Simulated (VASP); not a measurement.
Method: r2SCAN meta-GGA, VASP's PBE PAW potentials (set 64) (plane waves; VASP).

The input files of a VASP run:

### INCAR
```
# general
SYSTEM  = Pt3Ti
PREC    = Accurate
ENCUT   = 400   # plane-wave cut-off (eV)
LREAL   = .False.   # projection in real space or not
LASPH   = .True.   # aspherical one-centre terms

# electronic loop
EDIFF   = 1E-6   # SCF stop (eV)
NELM    = 100   # most electronic steps
ALGO    = Normal   # blocked Davidson
LMAXMIX = 6
LMIXTAU = .True.

# smearing
ISMEAR  = 1
SIGMA   = 0.1

# functional
METAGGA = R2SCAN

# ions
IBRION  = 2   # conjugate gradients
NSW     = 60
ISIF    = 3
EDIFFG  = -0.02

# output
LWAVE   = .False.
LCHARG  = .False.
```

**POSCAR**
```
Pt3Ti
1
    3.9244812605     0.0000000000    -0.0000000000
    0.0000000000     3.9244812605    -0.0000000000
    0.0000000000     0.0000000000     3.9244812605
Ti Pt
1 3
Direct
  0.0000000000   0.0000000000   0.0000000000
  0.0000000000   0.5000000000   0.5000000000
  0.5000000000   0.0000000000   0.5000000000
  0.5000000000   0.5000000000   0.0000000000
```

**KPOINTS**
```
Automatic mesh
0
Gamma
7 7 7
0 0 0
```

POTCAR, in this order: Ti_sv Pt (PBE.64 set). Program: vasp_std.

The resulting files:

OUTCAR:
```
 ion  position               nearest neighbor table
   1  0.000  0.000  0.000-   2 2.78   3 2.78   4 2.78   2 2.78   3 2.78   2 2.78   4 2.78   2 2.78
                             3 2.78   4 2.78   3 2.78   4 2.78
   2  0.000  0.500  0.500-   1 2.78   3 2.78   4 2.78   1 2.78   4 2.78   1 2.78   3 2.78   1 2.78
                             3 2.78   4 2.78   4 2.78   3 2.78
   3  0.500  0.000  0.500-   1 2.78   2 2.78   4 2.78   1 2.78   4 2.78   2 2.78   4 2.78   4 2.78
                             1 2.78   2 2.78   1 2.78   2 2.78
   4  0.500  0.500  0.000-   1 2.78   2 2.78   3 2.78   2 2.78   3 2.78   1 2.78   3 2.78   3 2.78
                             1 2.78   2 2.78   2 2.78   1 2.78
  LATTYP: Found a simple cubic cell.
 ALAT       =     3.9244812605
 Subroutine PRICEL returns:
 Original cell was already a primitive cell.
 Subroutine GETGRP returns: Found 48 space group operations
The static configuration has the point symmetry O_h .
The dynamic configuration has the point symmetry O_h .
 Subroutine INISYM returns: Found 48 space group operations
 Subroutine IBZKPT returns following result:
 Found     20 irreducible k-points:

 Following reciprocal coordinates:
            Coordinates               Weight
  0.000000  0.000000  0.000000      1.000000
  0.142857  0.000000  0.000000      6.000000
  0.285714  0.000000  0.000000      6.000000
...
```

OSZICAR:
```
       N       E                     dE             d eps       ncg     rms          rms(c)
DAV:   1     0.194530360564E+03    0.19453E+03   -0.18588E+04  1000   0.154E+03
DAV:   2    -0.156864154469E+03   -0.35139E+03   -0.34435E+03  1100   0.415E+02
DAV:   3    -0.185465917142E+03   -0.28602E+02   -0.27829E+02  1456   0.104E+02
DAV:   4    -0.186293565121E+03   -0.82765E+00   -0.82494E+00  1192   0.192E+01
DAV:   5    -0.186322077782E+03   -0.28513E-01   -0.28491E-01  1395   0.342E+00    0.228E+01
DAV:   6    -0.171526990534E+03    0.14795E+02   -0.21995E+01  1385   0.454E+01    0.954E+00
DAV:   7    -0.171814280754E+03   -0.28729E+00   -0.16179E+01  1376   0.267E+01    0.932E+00
DAV:   8    -0.170807229408E+03    0.10071E+01   -0.28125E+00  1336   0.985E+00    0.377E+00
DAV:   9    -0.171291769812E+03   -0.48454E+00   -0.30209E+00  1393   0.110E+01    0.393E+00
DAV:  10    -0.171129136356E+03    0.16263E+00   -0.20261E+00  1390   0.106E+01    0.996E-01
DAV:  11    -0.171131094439E+03   -0.19581E-02   -0.87204E-02  1518   0.183E+00    0.229E-01
DAV:  12    -0.171129313253E+03    0.17812E-02   -0.36235E-03  1241   0.415E-01    0.213E-01
DAV:  13    -0.171129583312E+03   -0.27006E-03   -0.31841E-03  1170   0.446E-01    0.136E-01
DAV:  14    -0.171131914598E+03   -0.23313E-02   -0.28090E-03  1123   0.319E-01    0.418E-02
DAV:  15    -0.171131905508E+03    0.90903E-05   -0.94698E-05  1209   0.789E-02    0.296E-02
DAV:  16    -0.171131928548E+03   -0.23040E-04   -0.24379E-04  1333   0.105E-01    0.235E-02
DAV:  17    -0.171131927006E+03    0.15419E-05   -0.33785E-05  1030   0.457E-02    0.188E-02
DAV:  18    -0.171131930465E+03   -0.34590E-05   -0.12785E-06   968   0.786E-03    0.173E-02
DAV:  19    -0.171131943506E+03   -0.13041E-04   -0.11808E-05  1280   0.208E-02    0.831E-03
DAV:  20    -0.171131948318E+03   -0.48123E-05   -0.76411E-06  1126   0.232E-02    0.131E-03
DAV:  21    -0.171131948541E+03   -0.22233E-06   -0.55831E-07   523   0.552E-03
   1 F= -.17113195E+03 E0= -.17113191E+03  d E =-.171132E+03
```

**OUTCAR**
```
------------------------ aborting loop because EDIFF is reached ----------------------------------------
  FORCE on cell =-STRESS in cart. coord.  units (eV):
  Direction    XX          YY          ZZ          XY          YZ          ZX
  --------------------------------------------------------------------------------------
  Total       -0.0264914     -0.0264914     -0.0264914      0.0000000      0.0000000     -0.0000000
  in kB       -0.7022116     -0.7022116     -0.7022116      0.0000000      0.0000000     -0.0000000
  external PRESSURE =      -0.7022116 kB  Pullay stress =       0.0000000 kB
  volume of cell :       60.44
      direct lattice vectors                 reciprocal lattice vectors
     3.924481260  0.000000000  0.000000000     0.254810747  0.000000000  0.000000000
     0.000000000  3.924481260  0.000000000     0.000000000  0.254810747  0.000000000
     0.000000000  0.000000000  3.924481260     0.000000000  0.000000000  0.254810747
 POSITION                                       TOTAL-FORCE (eV/Angst)
 -----------------------------------------------------------------------------------
      0.00000      0.00000      0.00000         0.000000      0.000000      0.000000
      0.00000      1.96224      1.96224         0.000000      0.000000      0.000000
      1.96224      0.00000      1.96224         0.000000      0.000000      0.000000
      1.96224      1.96224      0.00000         0.000000      0.000000      0.000000
 -----------------------------------------------------------------------------------
    total drift:                                0.000000      0.000000      0.000000
  FREE ENERGIE OF THE ION-ELECTRON SYSTEM (eV)
  ---------------------------------------------------
  free  energy   TOTEN  =      -171.1319485407 eV

  energy  without entropy=     -171.1318227802  energy(sigma->0) =     -171.13190662

 reached required accuracy - stopping structural energy minimisation
```
(Selected blocks of OUTCAR.)

The compound is Pt3Ti in the L1_2 structure. It was relaxed first. The start is the result of an earlier pass.
